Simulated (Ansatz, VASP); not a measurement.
**Te2As: VASP beside Ansatz**

One calculation is typed for both programs; each brings its own data sets. How far apart do they land? The cell is generated by rule, not measured, and may not be a known phase. The cell is taken from a series of runs on this material, whose earlier steps may have relaxed, scaled, displaced or heated it; both programs get it as it stands.

Method: plane waves, with VASP 6.6.1 beside it; zone-centre phonons at LDA, in Ansatz 0.2.0.

The structure was built from a prototype and need not be the compound's stable phase.

## 1. The starting structure

Symmetry: Fm-3m, No. 225, cubic system. Conventional cell: a = 6.936 Å, b = 6.936 Å, c = 6.936 Å, α = 90.00°, β = 90.00°, γ = 90.00°. Nearest to As lie 8 Te at 3.00 Å. Te has 4 As at 3.00 Å nearest. Farther neighbours and most contacts between anions are not listed.

Coordinates:

```xyz
3
Lattice="0.0000 3.4682 3.4682 3.4682 0.0000 3.4682 3.4682 3.4682 0.0000" Properties=species:S:1:pos:R:3 pbc="T T T"
As    0.0000    0.0000    0.0000
Te    5.2023    5.2023    5.2023
Te    1.7341    1.7341    1.7341
```

## 2. VASP: zone-centre phonons, LDA

Second derivatives magnify differences that forces hide, and they need a tight electronic threshold.

Lines of VASP's logs that name or quote its potential files are left out, and so is its time.

File INCAR:

```
SYSTEM = Te2As
PREC = Accurate
ENCUT = 500
EDIFF = 1E-08
NELM = 120
ISMEAR = 1
SIGMA = 0.15
LREAL = .FALSE.
ALGO = Normal
GGA = CA
NBANDS = 14
LORBIT = 11
LWAVE = .FALSE.
LCHARG = .FALSE.
ISIF = 2
IBRION = 8
LASPH = .TRUE.
GGA_COMPAT = .FALSE.
KPAR = 2
```

File POSCAR:

```
Te2As
1.0
    0.0000000000      3.4682328996      3.4682328996
    3.4682328996      0.0000000000      3.4682328996
    3.4682328996      3.4682328996      0.0000000000
As Te
1 2
Direct
    0.0000000000      0.0000000000      0.0000000000
    0.7500000000      0.7500000000      0.7500000000
    0.2500000000      0.2500000000      0.2500000000
```

File KPOINTS:

```
Automatic mesh
0
Gamma
10 10 10
0 0 0
```

Potentials, in the order of the species: As and Te (LDA family, release 64).

Launch:

```console
> mpirun -np 2 vasp_std
```

Numbers of over 12 decimals in the logs are rounded to 6 here.

Log:

```text
[banner, memory and clock lines left out]
running    2 mpi-ranks, on    1 nodes
 distrk:  each k-point on    1 cores,    2 groups
 distr:  one band on    1 cores,    1 groups

 POSCAR found type information on POSCAR AsTe
 POSCAR found :  2 types and       3 ions
 LDA part: xc-table for (Slater(with rela. corr.)+CA(PZ))
 , standard interpolation
 POSCAR, INCAR and KPOINTS ok, starting setup
 FFT: planning ... GRIDC
 FFT: planning ... GRID_SOFT
 FFT: planning ... GRID
 WAVECAR not read
 entering main loop
       N       E                     dE             d eps       ncg     rms          rms(c)
DAV:   1     0.610825995159E+02    0.61083E+02   -0.60518E+03  1316   0.936E+02
DAV:   2    -0.786700381545E+01   -0.68950E+02   -0.64679E+02  1682   0.144E+02
DAV:   3    -0.119436710580E+02   -0.40767E+01   -0.40239E+01  1574   0.373E+01
DAV:   4    -0.120095350060E+02   -0.65864E-01   -0.65811E-01  1800   0.565E+00
DAV:   5    -0.120103677664E+02   -0.83276E-03   -0.83274E-03  1664   0.570E-01    0.103E+01
DAV:   6    -0.119948861455E+02    0.15482E-01   -0.70351E-03  1616   0.461E-01    0.632E+00
DAV:   7    -0.119868711006E+02    0.80150E-02   -0.12900E-02  1516   0.623E-01    0.123E-01
DAV:   8    -0.119868849732E+02   -0.13873E-04   -0.28431E-04  1628   0.114E-01    0.120E-01
DAV:   9    -0.119868870357E+02   -0.20624E-05   -0.19373E-05  1554   0.287E-02    0.128E-01
DAV:  10    -0.119868862967E+02    0.73898E-06   -0.22723E-06  1610   0.104E-02    0.784E-03
DAV:  11    -0.119868863942E+02   -0.97564E-07   -0.21006E-07  1538   0.276E-03    0.471E-03
DAV:  12    -0.119868864145E+02   -0.20231E-07   -0.13842E-08  1392   0.739E-04    0.591E-04
DAV:  13    -0.119868864148E+02   -0.33822E-09   -0.33054E-09   886   0.334E-04
   1 F= -.11986886E+02 E0= -.11985282E+02  d E =-.481217E-02
 Linear response reoptimize wavefunctions to high precision
DAV:   1    -0.119868864148E+02    0.34674E-10   -0.87947E-10  1102   0.177E-04
 Linear response DOF=           2
 Linear response progress:
  Degree of freedom:   1/  2
       N       E                     dE             d eps       ncg     rms          rms(c)
RMM:   1    -0.460087562607E-01   -0.46009E-01    0.45621E-02  6323   0.111E+00
RMM:   2    -0.438178205093E-01    0.21909E-02   -0.25742E-03  4456   0.278E-01    0.812E-02
RMM:   3    -0.436603016098E-01    0.15752E-03   -0.75677E-05  4632   0.504E-02    0.462E-02
RMM:   4    -0.435397541893E-01    0.12055E-03   -0.17488E-05  4557   0.205E-02    0.972E-03
RMM:   5    -0.435404417286E-01   -0.68754E-06   -0.73950E-07  4734   0.571E-03    0.989E-04
RMM:   6    -0.435449643759E-01   -0.45226E-05   -0.57530E-08  4623   0.125E-03    0.344E-04
RMM:   7    -0.435449113223E-01    0.53054E-07    0.11782E-08  4807   0.306E-04    0.103E-04
RMM:   8    -0.435448194793E-01    0.91843E-07    0.15972E-08  4816   0.748E-05    0.362E-05
RMM:   9    -0.435448527248E-01   -0.33246E-07    0.12557E-08  4890   0.221E-05    0.993E-06
RMM:  10    -0.435448736151E-01   -0.20890E-07    0.12022E-08  4769   0.846E-06    0.323E-06
RMM:  11    -0.435448706544E-01    0.29607E-08    0.98458E-10  3930   0.440E-06    0.355E-07
 first order change of Fermi-energy   0.31195E-03
 force on displaced ion       1 direction 1 :  -0.597   0.000   0.000
 Linear response progress:
  Degree of freedom:   2/  2
       N       E                     dE             d eps       ncg     rms          rms(c)
RMM:   1    -0.505574009024E-01   -0.50557E-01    0.29179E-02 11047   0.112E+00
RMM:   2    -0.488342542719E-01    0.17231E-02   -0.26713E-03  7493   0.313E-01    0.586E-02
RMM:   3    -0.488353849289E-01   -0.11307E-05   -0.10926E-04  7829   0.613E-02    0.469E-02
RMM:   4    -0.488152321849E-01    0.20153E-04   -0.19821E-05  7955   0.194E-02    0.949E-03
RMM:   5    -0.488103538227E-01    0.48784E-05   -0.18620E-06  8034   0.430E-03    0.377E-03
RMM:   6    -0.488076684908E-01    0.26853E-05    0.23608E-07  8119   0.102E-03    0.746E-04
RMM:   7    -0.488067807937E-01    0.88770E-06    0.13644E-07  8102   0.374E-04    0.138E-04
RMM:   8    -0.488068112965E-01   -0.30503E-07   -0.39511E-08  8175   0.126E-04    0.491E-05
RMM:   9    -0.488067628521E-01    0.48444E-07   -0.16243E-09  8355   0.286E-05    0.377E-06
RMM:  10    -0.488067664001E-01   -0.35480E-08    0.55559E-09  8345   0.102E-05    0.126E-06
 first order change of Fermi-energy  -0.12010E-04
 force on displaced ion       2 direction 1 :  -1.830  -0.000  -0.000
 Linear response finished
```

From OUTCAR (step 2):

```text
ion  position               nearest neighbor table
   1  0.000  0.000  0.000-   2 3.00   2 3.00   2 3.00   2 3.00   3 3.00   3 3.00   3 3.00   3 3.00

  LATTYP: Found a face centered cubic cell.
 ALAT       =     6.9364657992

 Subroutine GETGRP returns: Found 48 space group operations
 (whereof 48 operations were pure point group operations)

The static configuration has the point symmetry O_h .

 Found     47 irreducible k-points:

   k-points           NKPTS =     47   k-points in BZ     NKDIM =     47   number of bands    NBANDS=     14

   dimension x,y,z NGX =    36 NGY =   36 NGZ =   36
   dimension x,y,z NGXF=    72 NGYF=   72 NGZF=   72

   ENCUT  =  500.0 eV  36.75 Ry    6.06 a.u.   8.94  8.94  8.94*2*pi/ulx,y,z

   NELECT =      17.0000    total number of electrons

 k-points in reciprocal lattice and weights: Automatic mesh
   0.00000000  0.00000000  0.00000000       0.001
   0.10000000  0.00000000  0.00000000       0.008
   0.20000000  0.00000000  0.00000000       0.008
   0.30000000  0.00000000  0.00000000       0.008
   0.40000000  0.00000000  0.00000000       0.008
   0.50000000  0.00000000  0.00000000       0.004
   0.10000000  0.10000000  0.00000000       0.006
   0.20000000  0.10000000  0.00000000       0.024
   0.30000000  0.10000000  0.00000000       0.024
[...]
-0.30000000  0.40000000  0.20000000       0.024
  -0.30000000  0.50000000  0.20000000       0.012

 average (electrostatic) potential at core
       1 -52.4576       2 -89.0958       3 -89.0958

  Total        0.0437460      0.0437460      0.0437460      0.0000000     -0.0000000      0.0000000
  in kB        0.8400297      0.8400297      0.8400297      0.0000000     -0.0000000      0.0000000
  external PRESSURE =       0.8400297 kB  Pullay stress =       0.0000000 kB

  energy-cutoff  :      500.00
  volume of cell :       83.44
      direct lattice vectors                 reciprocal lattice vectors
     0.000000000  3.468232900  3.468232900    -0.144165635  0.144165635  0.144165635
     3.468232900  0.000000000  3.468232900     0.144165635 -0.144165635  0.144165635
     3.468232900  3.468232900  0.000000000     0.144165635  0.144165635 -0.144165635

 POSITION                                       TOTAL-FORCE (eV/Angst)
 -----------------------------------------------------------------------------------
      0.00000      0.00000      0.00000        -0.000000      0.000000     -0.000000
      5.20235      5.20235      5.20235         0.000000     -0.000000      0.000000
      1.73412      1.73412      1.73412        -0.000000     -0.000000     -0.000000
 -----------------------------------------------------------------------------------
    total drift:                                0.000000      0.000000      0.000000

 Eigenvectors and eigenvalues of the dynamical matrix
 ----------------------------------------------------

   1 f  =    2.534565 THz    15.925143 2PiTHz   84.543998 cm-1    10.482115 meV
             X         Y         Z           dx          dy          dz
      0.000000  0.000000  0.000000     0.000000   -0.000000   -0.000000
      5.202349  5.202349  5.202349     0.253688   -0.660032    0.000000
      1.734116  1.734116  1.734116    -0.253688    0.660032    0.000000

   2 f  =    2.534565 THz    15.925143 2PiTHz   84.543998 cm-1    10.482115 meV
             X         Y         Z           dx          dy          dz
      0.000000  0.000000  0.000000    -0.000000    0.000000   -0.000000
      5.202349  5.202349  5.202349    -0.000000    0.000000   -0.707107
      1.734116  1.734116  1.734116     0.000000   -0.000000    0.707107

   3 f  =    2.534565 THz    15.925143 2PiTHz   84.543998 cm-1    10.482115 meV
             X         Y         Z           dx          dy          dz
      0.000000  0.000000  0.000000     0.000000   -0.000000    0.000000
      5.202349  5.202349  5.202349    -0.660032   -0.253688    0.000000
      1.734116  1.734116  1.734116     0.660032    0.253688   -0.000000

   4 f  =    1.591462 THz     9.999453 2PiTHz   53.085473 cm-1     6.581757 meV
             X         Y         Z           dx          dy          dz
      0.000000  0.000000  0.000000     0.309942    0.818614    0.046852
      5.202349  5.202349  5.202349    -0.120325   -0.317800   -0.018189
      1.734116  1.734116  1.734116    -0.120325   -0.317800   -0.018189

   5 f  =    1.591462 THz     9.999453 2PiTHz   53.085473 cm-1     6.581757 meV
             X         Y         Z           dx          dy          dz
      0.000000  0.000000  0.000000     0.817511   -0.312377    0.049841
      5.202349  5.202349  5.202349    -0.317372    0.121270   -0.019349
      1.734116  1.734116  1.734116    -0.317372    0.121270   -0.019349

   6 f  =    1.591462 THz     9.999453 2PiTHz   53.085473 cm-1     6.581757 meV
             X         Y         Z           dx          dy          dz
      0.000000  0.000000  0.000000     0.063241    0.026072   -0.873904
      5.202349  5.202349  5.202349    -0.024551   -0.010122    0.339265
      1.734116  1.734116  1.734116    -0.024551   -0.010122    0.339265

   7 f/i=    0.008820 THz     0.055418 2PiTHz    0.294204 cm-1     0.036477 meV
             X         Y         Z           dx          dy          dz
      0.000000  0.000000  0.000000     0.038592   -0.021755    0.479217
      5.202349  5.202349  5.202349     0.049704   -0.028019    0.617202
      1.734116  1.734116  1.734116     0.049704   -0.028019    0.617202

   8 f/i=    0.008820 THz     0.055418 2PiTHz    0.294204 cm-1     0.036477 meV
             X         Y         Z           dx          dy          dz
      0.000000  0.000000  0.000000     0.278875   -0.390163   -0.040170
      5.202349  5.202349  5.202349     0.359174   -0.502505   -0.051737
      1.734116  1.734116  1.734116     0.359174   -0.502505   -0.051737

   9 f/i=    0.008820 THz     0.055418 2PiTHz    0.294204 cm-1     0.036477 meV
             X         Y         Z           dx          dy          dz
      0.000000  0.000000  0.000000     0.390322    0.280912   -0.018681
      5.202349  5.202349  5.202349     0.502710    0.361798   -0.024060
      1.734116  1.734116  1.734116     0.502710    0.361798   -0.024060

 ELASTIC MODULI CONTR FROM IONIC RELAXATION (kBar)
 Direction    XX          YY          ZZ          XY          YZ          ZX
 --------------------------------------------------------------------------------
 XX           0.0000      0.0000      0.0000      0.0000      0.0000      0.0000
 YY           0.0000      0.0000      0.0000      0.0000      0.0000      0.0000
 ZZ           0.0000      0.0000      0.0000      0.0000      0.0000      0.0000
 XY           0.0000      0.0000      0.0000   -125.7241     -0.0000      0.0000
 YZ           0.0000      0.0000      0.0000     -0.0000   -125.7241     -0.0000
 ZX           0.0000      0.0000      0.0000      0.0000      0.0000   -125.7241
 --------------------------------------------------------------------------------
```

(Continued in part 2 of 2.)

[Lines on the potential files, build, host, timing and source positions are cut from VASP's logs without a mark.]

[Logs are printed without paths, hosts, clocks, repeated set-up lines and the standing remarks that a program may print on its own settings, such as how far it seeks lower states.]

[Hosts, paths, dates, database ids (printed as entryN), source tags and the programs' standing remarks are cut or masked in the printed files.]
